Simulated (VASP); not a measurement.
Given:

```xyz
2
Lattice="1.3679 -2.3693 0.0000 1.3679 2.3693 0.0000 0.0000 0.0000 4.3724" Properties=species:S:1:pos:R:3 pbc="T T T"
Tc     1.3679     0.7898     1.0931
Tc     1.3679    -0.7898     3.2793
```

These are PBE GGA, VASP's PBE PAW potentials (set 64) (plane waves; VASP) values and carry that method's errors. Settings: 500 eV cut-off, 15×15×8 Γ-centred mesh, first-order Methfessel-Paxton smearing of 0.10 eV, potentials Tc_pv.

Task: Predict the energy per atom (σ→0), pressure, band gap (on the k-mesh) with the smallest direct gap where there is one.

Result: 
```json
{
 "band gap (on the k-mesh)": "none (metal, semimetal or under 0.01 eV)",
 "energy per atom (σ→0)": "-10.346 eV/atom",
 "pressure": "4.86 GPa"
}
```

Only differences to runs with the same potentials and settings are physical.

The compound is Tc in the hcp structure. It was relaxed first under an external pressure of 5 GPa.
